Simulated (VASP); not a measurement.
A VASP calculation is set up with these files.

INCAR:
```
GGA = PE   # PBE
LWAVE = .False.
EDIFF = 1E-6   # SCF stop (eV)
LREAL = .False.
LMAXMIX = 4   # l cut-off of mixed one-centre charges
ENCUT = 520
ALGO = Damped
SYSTEM = NbC
LCHARG = .False.
NELM = 100   # most electronic steps
PREC = Accurate
SIGMA = 0.1
ISIF = 2   # forces and stress, cell fixed
ISMEAR = 1   # Methfessel-Paxton
LASPH = .True.   # aspherical one-centre terms
```

**POSCAR**
```
NbC
1.0
  0.0000000000   2.2797000000   2.2797000000
  2.2797000000   0.0000000000   2.2797000000
  2.2797000000   2.2797000000   0.0000000000
Nb C
1 1
Cart
  0.0000000000   0.0000000000   0.0000000000
  2.2797000000   2.2797000000   2.2797000000
```

File KPOINTS:
```
K-points
0
gamma
  12 12 12
0 0 0
```

POTCAR, in this order: Nb_sv C (PBE.64 set). Program: vasp_std.

Q: Write an equivalent input for Ansatz.

A: One equivalent input (not run):
Ansatz 0.2 input:
```yaml
crystal:
  lattice:
    - [0.0000000, 2.2797000, 2.2797000]
    - [2.2797000, 0.0000000, 2.2797000]
    - [2.2797000, 2.2797000, 0.0000000]
  atoms:
    - { symbol: Nb, position: [0.0000000, 0.0000000, 0.0000000] }
    - { symbol: C, position: [0.5000000, 0.5000000, 0.5000000] }
kpoints:
  mp_grid: { grid: [12, 12, 12] }
hamiltonian:
  xc: pbe
  pseudopotentials: { kind: paw }
scf:
  occupations: { method: methfessel_paxton, width: 0.1 }
  max_iter: 100
output: { forces: true, stress: true, eigenvalues: true }
```
What does not carry over: each code has its own PAW files, so the cut-off isn't converted (ENCUT is set for VASP's; basis.ecutwfc is left out, and Ansatz then takes the one that its files recommend); Ansatz stops its SCF on the density residual and VASP on the energy change (EDIFF).

The compound is NbC in the rock salt structure. The cell was not relaxed at this level. The run is one of a series of settings (ALGO = Damped against the base run), some of them coarse on purpose.
